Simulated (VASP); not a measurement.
Method: AM05 GGA, VASP's PBE PAW potentials (set 64) (plane waves; VASP).

Input for VASP

POSCAR:
```
Ni3Fe
1
    3.5518337573     0.0000000000     0.0000000000
    0.0000000000     3.5518337573     0.0000000000
    0.0000000000     0.0000000000     3.5518337573
Fe Ni
1 3
Direct
  0.0000000000   0.0000000000   0.0000000000
  0.0000000000   0.5000000000   0.5000000000
  0.5000000000   0.0000000000   0.5000000000
  0.5000000000   0.5000000000   0.0000000000
```

File KPOINTS:
```
Automatic mesh
0
Gamma
9 9 9
0 0 0
```

### INCAR
```
ALGO=Normal
ISIF=2   ! forces and stress, cell fixed
LORBIT=10
NELM=100
GGA=AM   ! AM05
LREAL=.FALSE.
LCHARG=.FALSE.
LASPH=.TRUE.   ! aspherical one-centre terms
MAGMOM=2.8 3*0.6
ISMEAR=1   ! Methfessel-Paxton
LWAVE=.FALSE.
ISPIN=2   ! spin-polarised
SYSTEM=Ni3Fe
ENCUT=520   ! plane-wave cut-off (eV)
EDIFF=1E-7   ! SCF stop (eV)
LMAXMIX=4
PREC=Accurate
SIGMA=0.1   ! width (eV)
```

POTCAR, in this order: Fe Ni (PBE.64 set). Program: vasp_std.

The resulting files:

OUTCAR:
```
 ion  position               nearest neighbor table
   1  0.000  0.000  0.000-   2 2.51   3 2.51   4 2.51   2 2.51   3 2.51   2 2.51   4 2.51   2 2.51
                             3 2.51   4 2.51   3 2.51   4 2.51
   2  0.000  0.500  0.500-   1 2.51   3 2.51   4 2.51   1 2.51   4 2.51   1 2.51   3 2.51   1 2.51
                             3 2.51   4 2.51   4 2.51   3 2.51
   3  0.500  0.000  0.500-   1 2.51   2 2.51   4 2.51   1 2.51   4 2.51   2 2.51   4 2.51   4 2.51
                             1 2.51   2 2.51   1 2.51   2 2.51
   4  0.500  0.500  0.000-   1 2.51   2 2.51   3 2.51   2 2.51   3 2.51   1 2.51   3 2.51   3 2.51
                             1 2.51   2 2.51   2 2.51   1 2.51
  LATTYP: Found a simple cubic cell.
 ALAT       =     3.5518337573
 Subroutine PRICEL returns:
 Original cell was already a primitive cell.
 Subroutine GETGRP returns: Found 48 space group operations
The static configuration has the point symmetry O_h .
The dynamic configuration has the point symmetry O_h .
The overall configuration has the point symmetry O_h .
 Subroutine INISYM returns: Found 48 space group operations
 Subroutine IBZKPT returns following result:
 Found     35 irreducible k-points:

 Following reciprocal coordinates:
            Coordinates               Weight
  0.000000  0.000000  0.000000      1.000000
  0.111111  0.000000  0.000000      6.000000
...
```

OSZICAR:
```
       N       E                     dE             d eps       ncg     rms          rms(c)
DAV:   1     0.241957814948E+03    0.24196E+03   -0.17552E+04  3612   0.213E+03
DAV:   2    -0.168500502291E+02   -0.25881E+03   -0.25051E+03  3533   0.374E+02
DAV:   3    -0.311101789261E+02   -0.14260E+02   -0.13413E+02  3616   0.120E+02
DAV:   4    -0.313404587450E+02   -0.23028E+00   -0.22892E+00  3753   0.158E+01
DAV:   5    -0.313463470558E+02   -0.58883E-02   -0.58866E-02  4910   0.208E+00    0.215E+01
DAV:   6    -0.281164218124E+02    0.32299E+01   -0.48372E+01  3642   0.107E+02    0.202E+01
DAV:   7    -0.312460745120E+02   -0.31297E+01   -0.23705E+01  4206   0.123E+02    0.275E+01
DAV:   8    -0.264607681002E+02    0.47853E+01   -0.19385E+01  4332   0.582E+01    0.576E+00
DAV:   9    -0.266109446412E+02   -0.15018E+00   -0.72817E-01  3918   0.110E+01    0.343E+00
DAV:  10    -0.265785830566E+02    0.32362E-01   -0.12576E-01  4931   0.892E+00    0.168E+00
DAV:  11    -0.265714565374E+02    0.71265E-02   -0.40994E-02  5467   0.299E+00    0.121E+00
DAV:  12    -0.265745262737E+02   -0.30697E-02   -0.82874E-03  4567   0.236E+00    0.339E-01
DAV:  13    -0.265745402263E+02   -0.13953E-04   -0.25255E-03  4772   0.716E-01    0.953E-02
DAV:  14    -0.265745974753E+02   -0.57249E-04   -0.22759E-04  3998   0.156E-01    0.100E-01
DAV:  15    -0.265746103249E+02   -0.12850E-04   -0.11911E-04  4276   0.308E-01    0.178E-02
DAV:  16    -0.265746123134E+02   -0.19885E-05   -0.20210E-05  4361   0.543E-02    0.155E-02
DAV:  17    -0.265746123601E+02   -0.46646E-07   -0.10035E-06  4446   0.208E-02    0.629E-03
DAV:  18    -0.265746123273E+02    0.32815E-07   -0.27899E-07  2581   0.124E-02
   1 F= -.26574612E+02 E0= -.26573610E+02  d E =-.300834E-02  mag=     4.7105
```

### OUTCAR
```
------------------------ aborting loop because EDIFF is reached ----------------------------------------
  FORCE on cell =-STRESS in cart. coord.  units (eV):
  Direction    XX          YY          ZZ          XY          YZ          ZX
  --------------------------------------------------------------------------------------
  Total       -3.1070155     -3.1070155     -3.1070155      0.0000000     -0.0000000      0.0000000
  in kB     -111.0954103   -111.0954103   -111.0954103      0.0000000     -0.0000000      0.0000000
  external PRESSURE =    -111.0954103 kB  Pullay stress =       0.0000000 kB
  volume of cell :       44.81
      direct lattice vectors                 reciprocal lattice vectors
     3.551833757  0.000000000  0.000000000     0.281544709  0.000000000  0.000000000
     0.000000000  3.551833757  0.000000000     0.000000000  0.281544709  0.000000000
     0.000000000  0.000000000  3.551833757     0.000000000  0.000000000  0.281544709
 POSITION                                       TOTAL-FORCE (eV/Angst)
 -----------------------------------------------------------------------------------
      0.00000      0.00000      0.00000         0.000000      0.000000      0.000000
      0.00000      1.77592      1.77592         0.000000      0.000000      0.000000
      1.77592      0.00000      1.77592         0.000000      0.000000      0.000000
      1.77592      1.77592      0.00000         0.000000      0.000000      0.000000
 -----------------------------------------------------------------------------------
    total drift:                                0.000000      0.000000      0.000000
  FREE ENERGIE OF THE ION-ELECTRON SYSTEM (eV)
  ---------------------------------------------------
  free  energy   TOTEN  =       -26.5746123273 eV

  energy  without entropy=      -26.5716039836  energy(sigma->0) =      -26.57360955

 total charge

# of ion       s       p       d       tot
------------------------------------------
    1        0.473   0.498   6.103   7.074
    2        0.501   0.505   8.319   9.325
    3        0.501   0.505   8.319   9.325
    4        0.501   0.505   8.319   9.325
--------------------------------------------------
tot          1.975   2.013  31.060  35.048

 magnetization (x)

# of ion       s       p       d       tot
------------------------------------------
    1        0.006  -0.001   2.882   2.887
    2       -0.015  -0.040   0.664   0.609
    3       -0.015  -0.040   0.664   0.609
    4       -0.015  -0.040   0.664   0.609
--------------------------------------------------
tot         -0.038  -0.121   4.873   4.713
```
(Selected blocks of OUTCAR.)

The compound is Ni3Fe in the L1_2 structure. This cell is one point of a volume scan, at 1.06 of the reference volume.
